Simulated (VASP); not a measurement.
Consider the following.

```
CELL_PARAMETERS angstrom
      0.00000     3.54406     3.54406
      3.54406     0.00000     3.54406
      3.54406     3.54406     0.00000
ATOMIC_POSITIONS crystal
  Ba 0.00000 0.00000 0.00000
  Te 0.50000 0.50000 0.50000
```

Computed with PBE GGA, VASP's PBE PAW potentials (set 64) (plane waves; VASP). Run with 500 eV cut-off, 7×7×7 Γ-centred mesh, Gaussian smearing of 0.050 eV, potentials Ba_sv Te.

Question: What does the run give for the energy per atom (σ→0)?

Answer: 
| Quantity | Result |
|---|---|
| energy per atom (σ→0) | -4.315 eV/atom |

Total energies compare only between runs with the same potentials, cut-off and functional.

The compound is BaTe in the rock salt structure. It was relaxed first.
